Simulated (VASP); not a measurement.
Output of a VASP run:

File OSZICAR:
```
       N       E                     dE             d eps       ncg     rms          rms(c)
DAV:   1     0.850087090863E+02    0.85009E+02   -0.79917E+03   416   0.141E+03
DAV:   2    -0.159992486348E+01   -0.86609E+02   -0.83239E+02   451   0.261E+02
DAV:   3    -0.720701153581E+01   -0.56071E+01   -0.55861E+01   521   0.698E+01
DAV:   4    -0.727518980571E+01   -0.68178E-01   -0.68149E-01   466   0.840E+00
DAV:   5    -0.727628940874E+01   -0.10996E-02   -0.10996E-02   506   0.102E+00    0.682E+00
DAV:   6    -0.686387537623E+01    0.41241E+00   -0.95556E-01   608   0.361E+01    0.529E+00
DAV:   7    -0.684790070941E+01    0.15975E-01   -0.32774E-01   431   0.559E+00    0.267E+00
DAV:   8    -0.684742328438E+01    0.47743E-03   -0.54848E-03   486   0.705E-01    0.763E-01
DAV:   9    -0.684772916278E+01   -0.30588E-03   -0.11004E-03   464   0.310E-01    0.123E-01
DAV:  10    -0.684787856523E+01   -0.14940E-03   -0.14356E-04   461   0.133E-01    0.618E-02
DAV:  11    -0.684789649375E+01   -0.17929E-04   -0.33190E-05   484   0.855E-02    0.671E-03
DAV:  12    -0.684789774623E+01   -0.12525E-05   -0.30307E-06   453   0.242E-02    0.630E-03
DAV:  13    -0.684789760640E+01    0.13983E-06   -0.36812E-07   293   0.148E-02
   1 F= -.68478976E+01 E0= -.68478976E+01  d E =-.501630E-13
```

OUTCAR:
```
------------------------ aborting loop because EDIFF is reached ----------------------------------------
  FORCE on cell =-STRESS in cart. coord.  units (eV):
  Direction    XX          YY          ZZ          XY          YZ          ZX
  --------------------------------------------------------------------------------------
  Total        0.0097000      0.0097000      0.0097000      0.0000000     -0.0000000      0.0000000
  in kB        0.3859804      0.3859804      0.3859804      0.0000000     -0.0000000      0.0000000
  external PRESSURE =       0.3859804 kB  Pullay stress =       0.0000000 kB
  volume of cell :       40.26
      direct lattice vectors                 reciprocal lattice vectors
     0.000000000  2.720376169  2.720376169    -0.183798111  0.183798111  0.183798111
     2.720376169  0.000000000  2.720376169     0.183798111 -0.183798111  0.183798111
     2.720376169  2.720376169  0.000000000     0.183798111  0.183798111 -0.183798111
  FREE ENERGIE OF THE ION-ELECTRON SYSTEM (eV)
  ---------------------------------------------------
  free  energy   TOTEN  =        -6.8478976064 eV

  energy  without entropy=       -6.8478976064  energy(sigma->0) =       -6.84789761
```
(Selected blocks of OUTCAR.)

**POSCAR**
```
ZnS
1
    0.0000000000     2.7203761688     2.7203761688
    2.7203761688     0.0000000000     2.7203761688
    2.7203761688     2.7203761688     0.0000000000
Zn S
1 1
Direct
  0.0000000000   0.0000000000   0.0000000000
  0.2500000000   0.2500000000   0.2500000000
```

**Question.** Reconstruct the remaining input files.

**Answer.** One answer among several that fit: the input of the run itself, PBE GGA, plane waves, VASP's PBE PAW potentials (set 64).

**KPOINTS**
```
Automatic mesh
0
Gamma
6 6 6
0 0 0
```

**INCAR**
```
LWAVE  =  .True.
EDIFF  =  1E-6   # SCF stop (eV)
ISMEAR  =  0
SYSTEM  =  ZnS
LREAL  =  .False.   # projection in real space or not
PREC  =  Accurate
GGA  =  PE
SIGMA  =  0.05   # width (eV)
LCHARG  =  .False.
ALGO  =  Normal   # blocked Davidson
LASPH  =  .True.   # aspherical one-centre terms
LMAXMIX  =  4   # l cut-off of mixed one-centre charges
ENCUT  =  400
NELM  =  100
```

POTCAR, in this order: Zn S (PBE.64 set). Program: vasp_std.

The structure comes from a computed database's ZnS entry (F-43m); how it stands against other phases isn't given here. It was relaxed first.
